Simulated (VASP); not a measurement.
A run of VASP 6.6.1:

The input POSCAR:

```
C
1.0
    0.0000000000      1.7833700000      1.7833700000
    1.7833700000      0.0000000000      1.7833700000
    1.7833700000      1.7833700000      0.0000000000
C
2
Direct
    0.7500000000      0.7500000000      0.7500000000
    0.5000000000      0.5000000000      0.5000000000
```

INCAR.step1

```
ALGO = Normal ; EDIFF = 1E-5
ENCUT = 520 ; GGA = PE
ISIF = 2 ; ISMEAR = -1
LASPH = True ; LCHARG = False
LREAL = False ; LWAVE = True
NELM = 60 ; PREC = Accurate
SIGMA = 0.05
```

Contents of INCAR.step2:

```
AEXX = 0.25 ; ALGO = Normal
EDIFF = 1E-7 ; ENCUT = 520
GGA = PS ; ISIF = 2
ISMEAR = -1 ; ISTART = 1
LASPH = True ; LCHARG = False
LHFCALC = True ; LREAL = False
LWAVE = False ; NELM = 60
PREC = Accurate ; PRECFOCK = Normal
SIGMA = 0.05
```

The input KPOINTS:

```
k-points
0
Gamma
  7 7 7
```

The input KPOINTS_OPT:

```
path GXWKGLUWLK,UX
10
line-mode
reciprocal
 0.0000000000  0.0000000000  0.0000000000  G
 0.5000000000  0.0000000000  0.5000000000  X

 0.5000000000  0.0000000000  0.5000000000  X
 0.5000000000  0.2500000000  0.7500000000  W

 0.5000000000  0.2500000000  0.7500000000  W
 0.3750000000  0.3750000000  0.7500000000  K

 0.3750000000  0.3750000000  0.7500000000  K
 0.0000000000  0.0000000000  0.0000000000  G

 0.0000000000  0.0000000000  0.0000000000  G
 0.5000000000  0.5000000000  0.5000000000  L

 0.5000000000  0.5000000000  0.5000000000  L
 0.6250000000  0.2500000000  0.6250000000  U

 0.6250000000  0.2500000000  0.6250000000  U
 0.5000000000  0.2500000000  0.7500000000  W

 0.5000000000  0.2500000000  0.7500000000  W
 0.5000000000  0.5000000000  0.5000000000  L

 0.5000000000  0.5000000000  0.5000000000  L
 0.3750000000  0.3750000000  0.7500000000  K

 0.6250000000  0.2500000000  0.6250000000  U
 0.5000000000  0.0000000000  0.5000000000  X
```

Potentials or basis: VASP PAW PBE potentials, release 64 (C).

Run with:

```bash
$ cat potpaw_PBE.64/C/POTCAR > POTCAR
$ cp INCAR.step1 INCAR
$ mpirun -np 1 vasp_std > vasp.out
$ cp INCAR.step2 INCAR
$ mpirun -np 1 vasp_std > vasp.out
```

Hardware: 1 thread of Intel(R) Xeon(R) Platinum 8488C (Sapphire Rapids) (shared host).

How long does it take, and how much memory?

Wall time 13 min on 1 thread of Intel(R) Xeon(R) Platinum 8488C (Sapphire Rapids), on a shared host, peak memory 0.14 GiB. Counts: scf iterations 45, k points 20.
